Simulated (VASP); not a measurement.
# HfO2 (P4_2/nmc) in VASP: further runs, part 2 of 2

VASP 6.6.1.

**3. Phonons, PBE**

This run uses another cell than the first one, of 10.77 Å³/atom, 0.997 times its volume.

File POSCAR:

```
HfO2
1.0
    3.5403472197      0.0000000000      0.0000000000
    0.0000000000      3.5403472197      0.0000000000
    0.0000000000      0.0000000000      5.1549814093
  Hf              O
     2     4
Direct
     0.5000000000000000    0.5000000000000000    0.5000000000000000
     0.0000000000000000    0.0000000000000000    0.0000000000000000
     0.0000000000000000    0.5000000000000000    0.7033555275038808
     0.5000000000000000    0.0000000000000000    0.7966444724961192
     0.5000000000000000    0.0000000000000000    0.2966444724961192
     0.0000000000000000    0.5000000000000000    0.2033555275038807
```

File INCAR.step1:

```
ALGO     = Fast           # electronic algorithm
EDIFF    = 1E-8           # SCF threshold, eV
EDIFFG   = -0.002         # ionic threshold
ENCUT    = 600            # plane-wave cutoff, eV
GGA      = PE             # functional
IBRION   = 2              # ionic algorithm
ISIF     = 2              # what is computed and relaxed
ISMEAR   = -1             # smearing method
KPAR     = 8            
LASPH    = True           # aspherical terms in the spheres
LCHARG   = False          # write CHGCAR
LREAL    = False          # projectors in reciprocal space
LWAVE    = False          # write WAVECAR
NELM     = 100            # most SCF steps
NSW      = 40             # ionic steps
PREC     = Accurate       # precision mode
SIGMA    = 0.05           # smearing width, eV
```

File INCAR.step2:

```
ALGO     = Fast           # electronic algorithm
EDIFF    = 1E-8           # SCF threshold, eV
ENCUT    = 600            # plane-wave cutoff, eV
GGA      = PE             # functional
IBRION   = 8              # ionic algorithm
ISIF     = 2              # what is computed and relaxed
ISMEAR   = -1             # smearing method
KPAR     = 8            
LASPH    = True           # aspherical terms in the spheres
LCHARG   = False          # write CHGCAR
LEPSILON = True           # dielectric tensor by DFPT
LREAL    = False          # projectors in reciprocal space
LWAVE    = False          # write WAVECAR
NELM     = 100            # most SCF steps
NSW      = 1              # ionic steps
PREC     = Accurate       # precision mode
SIGMA    = 0.05           # smearing width, eV
```

File KPOINTS:

```
k-points
0
Gamma
  6 6 4
```

Potentials or basis: VASP PAW PBE potentials, release 64 (Hf_pv, O).

Command:

```bash
$ cat potpaw_PBE.64/Hf_pv/POTCAR potpaw_PBE.64/O/POTCAR > POTCAR
$ cp INCAR.step1 INCAR
$ mpirun -np 8 vasp_std > vasp.out
$ cp CONTCAR POSCAR
$ cp INCAR.step2 INCAR
$ mpirun -np 8 vasp_std > vasp.out
```

OUTCAR:

```text
EDIFF = 1E-8
   ENCUT = 600
   GGA = PE
   IBRION = 8
   ISIF = 2
   ISMEAR = -1
   LASPH = True
   LEPSILON = True
   LREAL = False
   NELM = 100
   NSW = 1
   PREC = Accurate

 ion  position               nearest neighbor table
   1  0.500  0.500  0.500-   3 2.06   5 2.06   5 2.06   3 2.06   4 2.34   4 2.34   6 2.34   6 2.34
                             2 3.59   2 3.59   2 3.59   2 3.59   2 3.59   2 3.59   2 3.59   2 3.59
   2  0.000  0.000  0.000-   4 2.06   6 2.06   6 2.06   4 2.06   3 2.34   5 2.34   3 2.34   5 2.34
                             1 3.59   1 3.59   1 3.59   1 3.59   1 3.59   1 3.59   1 3.59   1 3.59
   3  0.000  0.500  0.703-   1 2.06   1 2.06   2 2.34   2 2.34
   4  0.500  0.000  0.797-   2 2.06   2 2.06   1 2.34   1 2.34
   5  0.500  0.000  0.297-   1 2.06   1 2.06   2 2.34   2 2.34
   6  0.000  0.500  0.203-   2 2.06   2 2.06   1 2.34   1 2.34

  LATTYP: Found a simple tetragonal cell.
 ALAT       =     3.5403472197
 C/A-ratio  =     1.4560666199

  Lattice vectors:

[... 1062 lines left out ...]

 Eigenvectors and eigenvalues of the dynamical matrix
 ----------------------------------------------------

   1 f  =   20.638427 THz   129.675061 2PiTHz  688.423823 cm-1    85.353637 meV
             X         Y         Z           dx          dy          dz
      1.770174  1.770174  2.577491     0.001622    0.074007    0.000000
      0.000000  0.000000  0.000000    -0.001622   -0.074007   -0.000000
      0.000000  1.770174  3.623568    -0.015393   -0.032285   -0.000000
      1.770174  0.000000  4.108904     0.015393    0.032285   -0.000000
      1.770174  0.000000  1.531413    -0.000708   -0.702311    0.000000
      0.000000  1.770174  1.046078     0.000708    0.702311    0.000000
[... 145 lines left out ...]
  18 f/i=    0.010896 THz     0.068464 2PiTHz    0.363462 cm-1     0.045064 meV
             X         Y         Z           dx          dy          dz
      1.770174  1.770174  2.577491    -0.637076   -0.137986   -0.000000
      0.000000  0.000000  0.000000    -0.637076   -0.137986   -0.000000
      0.000000  1.770174  3.623568    -0.190388   -0.040799   -0.000000
      1.770174  0.000000  4.108904    -0.190388   -0.040799   -0.000000
      1.770174  0.000000  1.531413    -0.188365   -0.041237   -0.000000
      0.000000  1.770174  1.046078    -0.188365   -0.041237   -0.000000

--------------------------------------------------------------------------------------------------------

 MACROSCOPIC STATIC DIELECTRIC TENSOR IONIC CONTRIBUTION
 ------------------------------------------------------
          59.788279    -0.000000     0.000000
          -0.000000    59.788279     0.000000
           0.000000     0.000000    12.828229
 ------------------------------------------------------

 ELASTIC MODULI CONTR FROM IONIC RELAXATION (kBar)
 Direction    XX          YY          ZZ          XY          YZ          ZX
 --------------------------------------------------------------------------------
 XX        -818.6322    360.8947   -580.2853      0.0000      0.0000     -0.0000
 YY         360.8947   -818.6322   -580.2853      0.0000     -0.0000      0.0000
 ZZ        -580.2853   -580.2853  -1471.2843      0.0000      0.0000     -0.0000
 XY           0.0000      0.0000      0.0000      0.0000      0.0000      0.0000
 YZ           0.0000     -0.0000      0.0000      0.0000   -684.1570      0.0000
 ZX          -0.0000      0.0000     -0.0000      0.0000      0.0000   -701.0984
 --------------------------------------------------------------------------------

 PIEZOELECTRIC TENSOR IONIC CONTR  for field in x, y, z        (C/m^2)
          XX          YY          ZZ          XY          YZ          ZX
  --------------------------------------------------------------------------------
  x    -0.00000     0.00000    -0.00000     0.00000    -0.00000    -0.00000
  y     0.00000     0.00000     0.00000     0.00000    -0.00000    -0.00000
  z     0.00000    -0.00000     0.00000     0.00000    -0.00000    -0.00000
```

OUTCAR.step1:

```text
EDIFF = 1E-8
   EDIFFG = -0.002
   ENCUT = 600
   GGA = PE
   IBRION = 2
   ISIF = 2
   ISMEAR = -1
   LASPH = True
   LREAL = False
[... 1091 lines left out ...]
  -------------------------------------------------------------------------------------
  Total        3.8218887      3.8218887      2.4680277      0.0000000      0.0000000     -0.0000000
  in kB       94.7697639     94.7697639     61.1986441      0.0000000      0.0000000     -0.0000000
  external PRESSURE =      83.5793907 kB  Pullay stress =       0.0000000 kB
[... 21 lines left out ...]
  FREE ENERGIE OF THE ION-ELECTRON SYSTEM (eV)
  ---------------------------------------------------
  free  energy   TOTEN  =       -60.6400299709 eV

  energy  without entropy=      -60.6400299708  energy(sigma->0) =      -60.64002997

 reached required accuracy - stopping structural energy minimisation
```

It took 4.2 min on 8 MPI ranks of Intel Xeon Platinum 8488C (Sapphire Rapids), shared host; peak memory 0.6 GiB.

Results:

```yaml
Electronic_dielectric_tensor_diagonal: 5.18, 5.18, 4.79
Born_charges_mean_of_the_diagonal: Hf +5.30; O -2.65 e
Highest_phonon_frequency_at_Γ_LO-TO_splitting_left_out: 688 cm⁻¹
```

Phonon frequencies in cm⁻¹ (negative: imaginary):
```tsv
q point	frequencies
(0.000, 0.000, 0.000)	0 0 0 108 108 108 108 232 297 326 469 469 473 473 605 671 688 688
```

Electronic dielectric tensor:
```
5.18 0.00 0.00
0.00 5.18 0.00
0.00 0.00 4.79
```

Born effective charge tensors (e):
atom 1, Hf
```
5.49 0.00 0.00
0.00 5.49 0.00
0.00 0.00 4.92
```
atom 2, Hf
```
5.49 0.00 0.00
0.00 5.49 0.00
0.00 0.00 4.92
```
atom 3, O
```
-3.36  0.00  0.00
 0.00 -2.13  0.00
 0.00  0.00 -2.46
```
atom 4, O
```
-3.36  0.00  0.00
 0.00 -2.13  0.00
 0.00  0.00 -2.46
```
atom 5, O
```
-2.13  0.00  0.00
 0.00 -3.36  0.00
 0.00  0.00 -2.46
```
atom 6, O
```
-2.13  0.00  0.00
 0.00 -3.36  0.00
 0.00  0.00 -2.46
```
